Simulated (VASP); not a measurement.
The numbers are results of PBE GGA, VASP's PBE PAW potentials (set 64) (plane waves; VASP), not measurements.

The input files of a VASP run:

File KPOINTS:
```
Automatic
0
G
6 6 6
```

File POSCAR:
```
Si
1.0
  0.0000000000   2.7342024780   2.7342024780
  2.7342024780   0.0000000000   2.7342024780
  2.7342024780   2.7342024780   0.0000000000
Si
2
direct
  0.2500000000   0.2500000000   0.2500000000
  0.0000000000   0.0000000000   0.0000000000
```

### INCAR
```
SYSTEM = Si
PREC = Accurate; ENCUT = 400; LREAL = .FALSE.
LASPH = .TRUE.
EDIFF = 1E-6; NELM = 100; ALGO = Normal
ISMEAR = 0; SIGMA = 0.05
GGA = PE
LWAVE = .TRUE.; LCHARG = .FALSE.
```

POTCAR, in this order: Si (PBE.64 set). Program: vasp_std.

Output

**OSZICAR**
```
       N       E                     dE             d eps       ncg     rms          rms(c)
DAV:   1     0.542381913296E+01    0.54238E+01   -0.30106E+03   256   0.638E+02
DAV:   2    -0.107443962196E+02   -0.16168E+02   -0.15834E+02   384   0.745E+01
DAV:   3    -0.109971369745E+02   -0.25274E+00   -0.25274E+00   344   0.115E+01
DAV:   4    -0.109981266742E+02   -0.98970E-03   -0.98970E-03   384   0.812E-01
DAV:   5    -0.109981284497E+02   -0.17755E-05   -0.17756E-05   352   0.252E-02    0.476E+00
DAV:   6    -0.108795746672E+02    0.11855E+00   -0.76702E-02   312   0.145E+00    0.291E+00
DAV:   7    -0.108247204211E+02    0.54854E-01   -0.14872E-01   328   0.215E+00    0.177E-01
DAV:   8    -0.108258900151E+02   -0.11696E-02   -0.38831E-03   296   0.470E-01    0.735E-02
DAV:   9    -0.108260965470E+02   -0.20653E-03   -0.20281E-04   352   0.111E-01    0.574E-02
DAV:  10    -0.108261251233E+02   -0.28576E-04   -0.36681E-05   304   0.448E-02    0.110E-02
DAV:  11    -0.108261246883E+02    0.43505E-06   -0.49955E-07   360   0.512E-03
   1 F= -.10826125E+02 E0= -.10826125E+02  d E =-.922284E-15
```

### OUTCAR
```
------------------------ aborting loop because EDIFF is reached ----------------------------------------
  FORCE on cell =-STRESS in cart. coord.  units (eV):
  Direction    XX          YY          ZZ          XY          YZ          ZX
  --------------------------------------------------------------------------------------
  Total        0.0178546      0.0178546      0.0178546      0.0000000      0.0000000      0.0000000
  in kB        0.6997447      0.6997447      0.6997447      0.0000000      0.0000000      0.0000000
  external PRESSURE =       0.6997447 kB  Pullay stress =       0.0000000 kB
  volume of cell :       40.88
      direct lattice vectors                 reciprocal lattice vectors
     0.000000000  2.734202478  2.734202478    -0.182868681  0.182868681  0.182868681
     2.734202478  0.000000000  2.734202478     0.182868681 -0.182868681  0.182868681
     2.734202478  2.734202478  0.000000000     0.182868681  0.182868681 -0.182868681
 POSITION                                       TOTAL-FORCE (eV/Angst)
 -----------------------------------------------------------------------------------
      1.36710      1.36710      1.36710        -0.000000     -0.000000     -0.000000
      0.00000      0.00000      0.00000         0.000000      0.000000      0.000000
 -----------------------------------------------------------------------------------
    total drift:                                0.000000      0.000000     -0.000000
  FREE ENERGIE OF THE ION-ELECTRON SYSTEM (eV)
  ---------------------------------------------------
  free  energy   TOTEN  =       -10.8261246883 eV

  energy  without entropy=      -10.8261246883  energy(sigma->0) =      -10.82612469
```
(Selected blocks of OUTCAR.)

The structure comes from a computed database's Si entry (Fd-3m); how it stands against other phases isn't given here. It was relaxed first.
